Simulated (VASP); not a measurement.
OSZICAR of a VASP run on Au (fcc):

File OSZICAR:
```
       N       E                     dE             d eps       ncg     rms          rms(c)
DAV:   1     0.399900918681E+02    0.39990E+02   -0.55779E+03  2056   0.102E+03
DAV:   2    -0.305445456522E+01   -0.43045E+02   -0.40447E+02  1948   0.193E+02
DAV:   3    -0.340660183851E+01   -0.35215E+00   -0.35197E+00  2303   0.184E+01
DAV:   4    -0.340751037550E+01   -0.90854E-03   -0.90852E-03  2021   0.919E-01
DAV:   5    -0.340751597264E+01   -0.55971E-05   -0.55959E-05  2244   0.717E-02    0.107E+01
DAV:   6    -0.316739400047E+01    0.24012E+00   -0.71808E-01  1897   0.846E+00    0.667E+00
DAV:   7    -0.314465644765E+01    0.22738E-01   -0.95212E-02  1984   0.305E+00    0.281E+00
DAV:   8    -0.314216680549E+01    0.24896E-02   -0.29890E-03  1992   0.576E-01    0.249E-01
DAV:   9    -0.314215648765E+01    0.10318E-04   -0.82704E-06  2045   0.337E-02    0.138E-02
DAV:  10    -0.314216170322E+01   -0.52156E-05   -0.21205E-06  2088   0.180E-02    0.866E-04
DAV:  11    -0.314216168515E+01    0.18060E-07   -0.35294E-08  1410   0.181E-03
   1 F= -.31421617E+01 E0= -.31422722E+01  d E =0.331656E-03
```

Which electronic solver shows in the log?

It is blocked Davidson (ALGO = Normal, or the opening steps of other solvers). The INCAR had ALGO = Normal.

Can the final energy be trusted as converged?

The run converged. It stopped with EDIFF = 1E-7, NELM = 100 (PBE GGA, plane waves, VASP's PBE PAW potentials (set 64)).

The compound is Au in the fcc structure. This cell was strained or had an atom moved on purpose.
